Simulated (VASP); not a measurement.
# NaPr3 (Pm-3m) in VASP: band structure with PBE

Aim: the band structure of NaPr3 with PBE.

All numbers are computed with VASP 6.6.1; they aren't measurements. Logs are shortened: lines on timing, memory, paths and dates and some standing lists are left out, and cuts for length are marked.

**1. The undisturbed crystal**

It takes space group Pm-3m (No. 221, cubic). The conventional cell has a = 5.206 Å, b = 5.206 Å, c = 5.206 Å, α = 90.00°, β = 90.00°, γ = 90.00°. Pr (site symmetry 4/mmm) has 8 Pr at 3.68 Å and 4 Na at 3.68 Å as nearest neighbours. Na (site symmetry m-3m) is surrounded by 12 Pr at 3.68 Å.

The cell comes from a database or a generator and needn't be the stable form of this composition.

**2. Band structure, PBE, collinear spin, ferromagnetic start (volume scaled by 1.08)**

run.py

```python
from ase.calculators.vasp import Vasp
from ase.dft.bandgap import bandgap
from ase.spacegroup import crystal

atoms = crystal(
    ['Pr', 'Na'],
    basis=[[0.5, 0.5, 0.0], [0.0, 0.0, 0.0]],
    spacegroup=221,
    setting=1,
    cellpar=[5.34090638, 5.34090638, 5.34090638, 90.0, 90.0, 90.0],
    primitive_cell=True,
)
atoms.set_initial_magnetic_moments([2.0, 2.0, 2.0, 0.0])
calc = Vasp(
    directory='calc',
    xc='pbe',
    pp='PBE',
    setups='recommended',
    prec='Accurate',
    encut=300,
    ediff=1e-06,
    ismear=-1,
    sigma=0.1,
    lreal=False,
    lasph=True,
    nelm=120,
    algo='Normal',
    isif=2,
    lwave=False,
    lcharg=True,
    ispin=2,
    lorbit=11,
    lmaxmix=6,
    kpts=[5, 5, 5],
    gamma=True,
    nbands=32,
    nelect=41.0,
)
atoms.calc = calc

print('energy (eV):', atoms.get_potential_energy())
print('free energy (eV):', atoms.get_potential_energy(force_consistent=True))
efermi = calc.get_fermi_level()
print('Fermi level (eV):', efermi)
path = atoms.cell.bandpath(npoints=60, eps=1e-4)
print('path:', path.path)
calc.set(kpts=path.kpts, reciprocal=True, icharg=11, isym=0, lcharg=False)
calc.calculate(atoms)
print('gap on the path (eV):', bandgap(calc, efermi=efermi)[0])
print('direct gap on the path (eV):', bandgap(calc, efermi=efermi, direct=True)[0])
```

Potentials or basis: VASP PAW PBE potentials, release 64 (Pr_3, Na_pv), 4f in core.

Command:

```bash
$ python run.py
```

What it wrote:

```text
energy (eV): -12.0890318
free energy (eV): -12.21061925
Fermi level (eV): 2.45540466
path: GXMGRX,MR
gap on the path (eV): 0.0
direct gap on the path (eV): 0.0
```

OUTCAR:

```text
ENCUT = 300.000000
   NELECT = 41.000000
   EDIFF = 1.00e-06
   GGA = PE
   PREC = Accurate
   ICHARG = 11
   ISIF = 2
   ISMEAR = -1
   ISPIN = 2
   ISYM = 0
   LORBIT = 11
   NELM = 120
   LASPH = .TRUE.
   LREAL = .FALSE.

 ion  position               nearest neighbor table
   1  0.500  0.500  0.000-   2 3.78   3 3.78   2 3.78   3 3.78   3 3.78   3 3.78   2 3.78   2 3.78

   2  0.000  0.500  0.500-   1 3.78   3 3.78   1 3.78   3 3.78   1 3.78   3 3.78   1 3.78   3 3.78

   3  0.500  0.000  0.500-   1 3.78   2 3.78   1 3.78   1 3.78   2 3.78   1 3.78   2 3.78   2 3.78

   4  0.000  0.000  0.000-

IMPORTANT INFORMATION: All symmetrisations will be switched off!
NOSYMM: (Re-)initialisation of all symmetry stuff for point group C_1.

----------------------------------------------------------------------------------------

                                     Primitive cell

  volume of cell :     152.3509

  direct lattice vectors                    reciprocal lattice vectors
     5.340906380  0.000000000  0.000000000     0.187234138  0.000000000  0.000000000
     0.000000000  5.340906380  0.000000000     0.000000000  0.187234138  0.000000000
     0.000000000  0.000000000  5.340906380     0.000000000  0.000000000  0.187234138

  length of vectors
     5.340906380  5.340906380  5.340906380     0.187234138  0.187234138  0.187234138

  position of ions in fractional coordinates (direct lattice)
     0.500000000  0.500000000  0.000000000
     0.000000000  0.500000000  0.500000000
     0.500000000  0.000000000  0.500000000
     0.000000000  0.000000000  0.000000000

  ion indices of the primitive-cell ions
   primitive index   ion index
                 1           1
                 2           2
                 3           3
                 4           4

----------------------------------------------------------------------------------------

 KPOINTS: KPOINTS created by Atomic Simulation Env

Read explicit list of k-points.

 Found     60 k-points:

 Following reciprocal coordinates:
            Coordinates               Weight
  0.000000  0.000000  0.000000      0.016667
  0.000000  0.071429  0.000000      0.016667
  0.000000  0.142857  0.000000      0.016667
  0.000000  0.214286  0.000000      0.016667
  0.000000  0.285714  0.000000      0.016667
  0.000000  0.357143  0.000000      0.016667
[... 16 lines left out ...]
  0.136364  0.136364  0.000000      0.016667
  0.090909  0.090909  0.000000      0.016667
 [... further k-points ...]
   k-points           NKPTS =     60   k-points in BZ     NKDIM =     60   number of bands    NBANDS=     32
   number of dos      NEDOS =    301   number of ions     NIONS =      4
   total plane-waves  NPLWV =  27000
   dimension x,y,z NGX =    30 NGY =   30 NGZ =   30
   dimension x,y,z NGXF=    60 NGYF=   60 NGZF=   60
   ions per type =               3   1
   NGX,Y,Z   is equivalent  to a cutoff of   9.34,  9.34,  9.34 a.u.
   NGXF,Y,Z  is equivalent  to a cutoff of  18.68, 18.68, 18.68 a.u.
 SYSTEM =  unknown system
   PREC   = accura    normal or accurate (medium, high low for compatibility)
   ISTART =      0    job   : 0-new  1-cont  2-samecut
   ICHARG =     11    charge: 1-file 2-atom 10-const
   ISPIN  =      2    spin polarized calculation?
   LNONCOLLINEAR =      F non collinear calculations
   LSORBIT =      F    spin-orbit coupling
   LASPH  =      T    aspherical Exc in radial PAW
   ENCUT  =  300.0 eV  22.05 Ry    4.70 a.u.   7.54  7.54  7.54*2*pi/ulx,y,z
   NELM   =    120;   NELMIN=  2; NELMDL=  0     # of ELM steps
   EDIFF  = 0.1E-05   stopping-criterion for ELM
   LREAL  =      F    real-space projection
   EDIFFG = 0.1E-04   stopping-criterion for IOM
   NSW    =      0    number of steps for IOM
   IBRION =     -1    ionic relax: 0-MD 1-quasi-New 2-CG
   NFREE  =      0    steps in history (QN), initial steepest desc. (CG)
   ISIF   =      2    stress and relaxation
   ISYM   =      0    0-nonsym 1-usesym 2-fastsym
   POTIM  = 0.5000    time-step for ionic-motion
   TEBEG  =    0.0;   TEEND  =   0.0 temperature during run
   PSTRESS=    0.0 pullay stress
   NELECT =      41.0000    total number of electrons
   NUPDOWN=      -1.0000    fix difference up-down
   EMIN   =  10.00;   EMAX   =-10.00  energy-range for DOS
   EFERMI =   0.00;   METHOD = LEGACY
   ISMEAR =    -1;   SIGMA  =   0.10  broadening in eV -4-tet -1-fermi 0-gaus
   EFERMI_NEDOS =   21; number of points for ismear=-14 and -15
   IALGO  =     38    algorithm
   IMIX   =      4    mixing-type and parameters
     AMIX     =   0.40;   BMIX     =  1.00
     AMIX_MAG =   1.60;   BMIX_MAG =  1.00
  volume/ion in A,a.u.               =      38.09       257.03
  Fermi-wavevector in a.u.,A,eV,Ry     =   1.056950  1.997346 15.199660  1.117144
  Thomas-Fermi vector in A             =   2.192205
   LORBIT       =     11    0 simple, 1 ext, 2 COOP (PROOUT), +10 PAW based schemes
   GGA     = PE    functional components
   LHFCALC =     F    Hartree Fock is set to
   AEXX    =    0.0000 exact exchange contribution
   IVDW    =     0    specifies the selected vdW correction
   LEPSILON=     F    determine dielectric tensor
   LRPA    =     F    only Hartree local field effects (RPA)
 spin polarized calculation
  energy-cutoff  :      300.00
  volume of cell :      152.35
 maximum number of plane-waves:      1856

 number of electron      41.0000029 magnetization       0.0017985

 Free energy of the ion-electron system (eV)
  ---------------------------------------------------
  ext. energy  EPLUGINS =         0.00000000
  ---------------------------------------------------
  free energy    TOTEN  =       -13.27588944 eV

  energy without entropy =      -13.12736314  energy(sigma->0) =      -13.20162629

 E-fermi :   2.4911     XC(G=0):  -8.8848

 val. band max:        2.4763472096   @ k =   0.1818   0.5000   0.1818
 cond. band min:       2.5077391213   @ k =   0.4091   0.4091   0.0000
 fundamental gap:      0.0313919117
 Fermi energy:         2.4910762528

 spin component 1

 k-point     1 :       0.0000    0.0000    0.0000
  band No.  band energies     occupation
      1     -34.1793      1.00000
      2     -34.0733      1.00000
      3     -34.0733      1.00000
      4     -21.6078      1.00000
      5     -21.6078      1.00000
      6     -21.6078      1.00000
[... 24 lines left out ...]
     31       7.4860      0.00000
     32       8.0235      0.00000
[... 774 lines left out ...]
      2     -34.0761      1.00000
      3     -34.0743      1.00000
      4     -21.6078      1.00000
      5     -21.6077      1.00000
      6     -21.6077      1.00000
[... 24 lines left out ...]
     31       7.1223      0.00000
     32       7.8033      0.00000

 [... further k-points ...]

 spin component 2

 k-point     1 :       0.0000    0.0000    0.0000
  band No.  band energies     occupation
      1     -34.1791      1.00000
      2     -34.0731      1.00000
      3     -34.0731      1.00000
      4     -21.6078      1.00000
      5     -21.6078      1.00000
      6     -21.6078      1.00000
[... 24 lines left out ...]
     31       7.4870      0.00000
     32       8.0238      0.00000
[... 774 lines left out ...]
      2     -34.0760      1.00000
      3     -34.0741      1.00000
      4     -21.6078      1.00000
      5     -21.6077      1.00000
      6     -21.6077      1.00000
[... 24 lines left out ...]
     31       7.1222      0.00000
     32       7.8060      0.00000

 [... further k-points ...]
[... 5 lines left out ...]
  --------------------------------------------------------------------------------------
  -------------------------------------------------------------------------------------
  Total       -1.3278824      6.9279051     -2.4278907      2.2215750      0.9996900      1.9780378
  in kB      -13.9644973     72.8563845    -25.5325864     23.3628959     10.5131060     20.8017692
  external PRESSURE =      11.1197670 kB  Pullay stress =       0.0000000 kB

 VOLUME and BASIS-vectors are now :
 -----------------------------------------------------------------------------
  energy-cutoff  :      300.00
  volume of cell :      152.35
      direct lattice vectors                 reciprocal lattice vectors
     5.340906380  0.000000000  0.000000000     0.187234138  0.000000000  0.000000000
     0.000000000  5.340906380  0.000000000     0.000000000  0.187234138  0.000000000
     0.000000000  0.000000000  5.340906380     0.000000000  0.000000000  0.187234138

 POSITION                                       TOTAL-FORCE (eV/Angst)
 -----------------------------------------------------------------------------------
      2.67045      2.67045      0.00000         0.000001      0.000002     -0.000001
      0.00000      2.67045      2.67045        -0.000000     -0.000002      0.000000
      2.67045      0.00000      2.67045        -0.000000      0.000001     -0.000001
      0.00000      0.00000      0.00000        -0.000000     -0.000001      0.000002
 -----------------------------------------------------------------------------------
    total drift:                               -0.000003      0.000003     -0.000006

  FREE ENERGIE OF THE ION-ELECTRON SYSTEM (eV)
  ---------------------------------------------------
  free  energy   TOTEN  =       -13.2758894446 eV

  energy  without entropy=      -13.1273631408  energy(sigma->0) =      -13.20162629

 total charge

# of ion       s       p       d       tot
------------------------------------------
    1        2.126   5.695   1.059   8.879
    2        2.133   5.690   1.113   8.935
    3        2.135   5.705   0.884   8.724
    4        0.122   5.977   0.000   6.098
--------------------------------------------------
tot          6.515  23.066   3.056  32.637

 magnetization (x)

# of ion       s       p       d       tot
------------------------------------------
    1        0.000   0.000   0.000   0.000
    2        0.000   0.000   0.000   0.000
    3        0.000   0.000   0.000   0.000
    4       -0.000   0.000   0.000  -0.000
--------------------------------------------------
tot          0.000   0.000   0.000   0.000
```

INCAR:

```text
ENCUT = 300.000000
NELECT = 41.000000
SIGMA = 0.100000
EDIFF = 1.00e-06
ALGO = Normal
GGA = PE
PREC = Accurate
ICHARG = 11
ISIF = 2
ISMEAR = -1
ISPIN = 2
ISYM = 0
LMAXMIX = 6
LORBIT = 11
NBANDS = 32
NELM = 120
LASPH = .TRUE.
LCHARG = .FALSE.
LWAVE = .FALSE.
LREAL = .FALSE.
MAGMOM = 3*2.0000 1*0.0000
```

It took 87 s on 1 thread of Intel Xeon 6975P-C (Granite Rapids), shared host; peak memory 0.29 GiB.

These settings aren't checked as converged (typed here: ENCUT = 300; NELECT = 41.000000): the numbers below hold their error.

Results:

| Quantity | Value |
| --- | --- |
| Band gap along the path | none (metal or under the smearing width) |
| Net moment | 0.00 μB per cell |

Caveat: the cell is charged against a uniform background, so pressure and absolute levels hang on convention; the cutoff is under 1.25 times the usual one of these potentials, so pressure, stress and relaxed cells hold a basis-set (Pulay) error; the log is that of the step along the path at fixed density, whose energy, stress, charges and moments have no meaning; the magnetic or orbital state may not be the lowest; spin-orbit coupling is left out, which moves the levels of the heavy elements; the 4f electrons are frozen in the core as for a trivalent ion, so they carry no moment and show no levels.
